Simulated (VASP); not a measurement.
A run of VASP 6.6.1:

The input INCAR:

```
PREC = Accurate
ENCUT = 520
EDIFF = 1E-7
ISMEAR = 0
SIGMA = 0.1
LREAL = F
LASPH = T
NELM = 100
ALGO = Fast
ISIF = 2
LWAVE = F
LCHARG = T
GGA = PE
LELF = T
LVHAR = T
NBANDS = 28
```

File KPOINTS:

```
Automatic mesh
0
Gamma
  6 6 8
```

Contents of POSCAR:

```
K4C
1.0
    8.4177936864      0.0000000000      0.0000000000
   -4.2088968432      7.2900231762      0.0000000000
    0.0000000000      0.0000000000      4.8248736756
K C
4 1
Direct
    0.5000000000      0.0000000000      0.5000000000
    0.0000000000      0.5000000000      0.5000000000
    0.5000000000      0.5000000000      0.5000000000
    0.0000000000      0.0000000000      0.5000000000
    0.0000000000      0.0000000000      0.0000000000
```

Potentials or basis: VASP PAW PBE potentials, release 64 (K_sv, C).

Launch:

```bash
$ cat potpaw_PBE.64/K_sv/POTCAR potpaw_PBE.64/C/POTCAR > POTCAR
$ mpirun -np 1 vasp_std > vasp.out
```

Hardware: 1 thread of Intel(R) Xeon(R) Platinum 8488C (Sapphire Rapids), with other jobs on the host.

**Question.** How long does it take, and how much memory?

**Answer.** Run time: 9.5 min on 1 thread of Intel(R) Xeon(R) Platinum 8488C (Sapphire Rapids), with other jobs on the host, peak memory 0.52 GiB. Counts: scf iterations 28, k points 35.
